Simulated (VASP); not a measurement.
# PtSe2 (Sudovikovite): single point with PBE+D3(BJ)

Crystal: PtSe2 (Sudovikovite).

```
Pt Se
1.0
     3.76445    0.00000    0.00000
    -1.88222    3.26011    0.00000
     0.00000    0.00000    4.86530
Pt Se
1 2
Direct
  0.00000 0.00000 0.00000
  0.33333 0.66667 0.26444
  0.66667 0.33333 0.73556
```

```
Program                : VASP 6.6.1
Task                   : single point
Functional             : PBE
Dispersion             : D3(BJ)
Potentials or basis    : VASP PAW PBE potentials, release 64 (Pt, Se)
Cutoff                 : 520 eV
k mesh                 : 6 × 6 × 4
Occupations            : gaussian, width 0.1 eV
Spin                   : no spin polarisation
Dipole correction      : no
Further INCAR settings : ALGO = Normal; EDIFF = 1e-06; NBANDS = 18
```

```yaml
Pressure: -0.1 GPa
Largest_force: 0.014 eV/Å
Band_gap_on_the_k_mesh: none (metal or under the smearing width)
Dispersion_energy_per_atom: -0.487 eV
```

Forces on the atoms (eV/Å):
```
Pt   0.000  0.000  0.000
Se   0.000  0.000  0.014
Se   0.000  0.000 -0.014
```

Stress tensor (GPa, compression positive):
```
 0.02  0.00  0.00
 0.00  0.02  0.00
 0.00  0.00 -0.22
```

Levels at points of the mesh, in eV from the Fermi level:
```csv
k point,band 7,band 8,band 9,band 10,band 11,band 12,band 13,band 14,band 15,band 16
"(0.00, 0.00, 0.00)",-3.78,-2.49,-1.01,-1.01,0.73,1.10,1.10,3.40,4.10,7.29
"(0.50, 0.00, 0.00)",-3.76,-3.66,-3.30,-3.24,-2.90,0.51,2.46,5.00,6.07,6.98
"(0.00, 0.00, 0.50)",-3.83,-2.93,-1.71,-1.68,-1.68,2.31,2.31,4.97,6.49,6.62
"(0.50, 0.00, 0.50)",-3.37,-3.32,-3.06,-2.59,-1.14,0.64,1.47,4.84,4.89,7.58
```

It took 9.1 s on 1 thread of Intel(R) Xeon(R) 6975P-C (Granite Rapids), on a shared host, peak memory 0.19 GiB.

Caveat: pairwise dispersion overbinds metals, which lowers pressure and volume. Spin-orbit coupling is left out, which matters for the levels of Pt.
